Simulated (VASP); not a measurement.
Input:

```
CELL_PARAMETERS angstrom
      1.92270    -3.33021     0.00000
      1.92270     3.33021     0.00000
      0.00000     0.00000    12.40320
ATOMIC_POSITIONS crystal
  La 0.00000 0.00000 0.50000
  La 0.00000 0.00000 0.00000
  La 0.33333 0.66667 0.25000
  La 0.66667 0.33333 0.75000
```

These are PBE GGA, VASP's PBE PAW potentials (set 64) (plane waves; VASP 6.6.1) values and carry that method's errors. Run with 400 eV cut-off, 8×8×3 Γ-centred mesh, first-order Methfessel-Paxton smearing of 0.10 eV, potentials La.

### Question
Estimate the energy per atom (σ→0), pressure, band gap (on the k-mesh) with the smallest direct gap where there is one.

### Answer

The band gap (on the k-mesh) is none (metal, semimetal or under 0.01 eV) and the energy per atom (σ→0) is -4.874 eV/atom. The pressure is -1.57 GPa.

The absolute energy has meaning only against runs of the same code, potentials and settings.

The compound is La in the dhcp structure. The cell was not relaxed at this level.
